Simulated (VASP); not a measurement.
An input for Quantum ESPRESSO's pw.x (written as the equivalent of a VASP run, and not itself run):

```
&CONTROL
  calculation = 'scf'
  pseudo_dir = './pseudo'
  outdir = './out'
  tprnfor = .true.
  tstress = .true.
/
&SYSTEM
  ibrav = 0
  nat = 2
  ntyp = 2
  ecutwfc = 84
  occupations = 'smearing'
  smearing = 'methfessel-paxton'
  degauss = 0.00735
  input_dft = 'pbe'
  vdw_corr = 'grimme-d3'
  dftd3_version = 4
  dftd3_threebody = .false.
/
&ELECTRONS
  conv_thr = 7.3e-09
  electron_maxstep = 100
/
ATOMIC_SPECIES
  Hf 178.490 Hf.upf
  N 14.007 N.upf
CELL_PARAMETERS angstrom
     0.0000000    2.2960876    2.2960876
     2.2960876    0.0000000    2.2960876
     2.2960876    2.2960876    0.0000000
ATOMIC_POSITIONS crystal
  Hf   0.0000000  0.0000000  0.0000000
  N    0.5000000  0.5000000  0.5000000
K_POINTS automatic
  14 14 14 0 0 0
```

Q: Translate this input to VASP (INCAR, KPOINTS, POSCAR, choice of POTCAR).

A: Several could match; the one computed here: 
### KPOINTS
```
Automatic mesh
0
Gamma
14 14 14
0 0 0
```

**INCAR**
```
SYSTEM = HfN
PREC = Accurate; ENCUT = 520; LREAL = .FALSE.
LASPH = .TRUE.
EDIFF = 1E-7; NELM = 100; ALGO = Normal
LMAXMIX = 6
ISMEAR = 1; SIGMA = 0.1
GGA = PE; IVDW = 12
ISIF = 2
LWAVE = .FALSE.; LCHARG = .FALSE.
```

### POSCAR
```
HfN
3.2471580
  0.0000000000   0.7071068372   0.7071068372
  0.7071068372   0.0000000000   0.7071068372
  0.7071068372   0.7071068372   0.0000000000
Hf N
1 1
Cartesian
  0.0000000000   0.0000000000   0.0000000000
  0.7071068372   0.7071068372   0.7071068372
```

POTCAR, in this order: Hf_pv N (PBE.64 set). Program: vasp_std.

What does not carry over: the potentials are each code's own (VASP's PAW set, PseudoDojo norm-conserving files in pw.x), so ENCUT and ecutwfc are chosen apart and not converted; conv_thr bounds pw.x's estimated SCF error, while EDIFF bounds the energy change between steps.

The compound is HfN in the rock salt structure. This cell is one point of a volume scan, at 1.06 of the reference volume.
